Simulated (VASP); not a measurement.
The input files of a VASP run:

POSCAR:
```
Fe
1
   -1.4350000000     1.4350000000     1.4350000000
    1.4350000000    -1.4350000000     1.4350000000
    1.4350000000     1.4350000000    -1.4350000000
Fe
1
Direct
  0.0000000000   0.0000000000   0.0000000000
```

**INCAR**
```
# general
SYSTEM =Fe
PREC   =Accurate
ENCUT  =400
LREAL  =.FALSE.
LASPH  =.TRUE.

# electronic loop
EDIFF  =1E-6
NELM   =100
ALGO   =Normal
LMAXMIX=4
LMIXTAU=.TRUE.

# smearing
ISMEAR =1
SIGMA  =0.1

# functional
METAGGA=R2SCAN

# spin
ISPIN  =2
MAGMOM =2.5

# ions
IBRION =2
NSW    =60
ISIF   =3
EDIFFG =-0.01

# output
LWAVE  =.FALSE.
LCHARG =.FALSE.
LORBIT =10
```

### KPOINTS
```
Regular mesh
0
G
16 16 16
0 0 0
```

POTCAR, in this order: Fe (PBE.64 set). Program: vasp_std.

Translate this r2SCAN calculation to Ansatz.

One equivalent input (not run):
Ansatz 0.2 input:
```yaml
crystal:
  lattice:
    - [-1.4350000, 1.4350000, 1.4350000]
    - [1.4350000, -1.4350000, 1.4350000]
    - [1.4350000, 1.4350000, -1.4350000]
  atoms:
    - { symbol: Fe, position: [0.0000000, 0.0000000, 0.0000000], spin: 2.5 }
kpoints:
  mp_grid: { grid: [16, 16, 16] }
hamiltonian:
  xc: r2scan
  pseudopotentials: { kind: paw }
magnetization: { spin_polarized: true }
scf:
  occupations: { method: methfessel_paxton, width: 0.1 }
  max_iter: 100
relax:
  max_steps: 60
  f_tol: 0.01
  cell: {}
output: { forces: true, stress: true, eigenvalues: true }
```
What does not carry over: each code has its own PAW files, so the cut-off isn't converted (ENCUT is set for VASP's; basis.ecutwfc is left out, and Ansatz then takes the one that its files recommend); Ansatz stops its SCF on the density residual and VASP on the energy change (EDIFF).

The compound is Fe in the bcc structure. This run relaxes it. Symmetry was kept, so distortions that lower it aren't found.
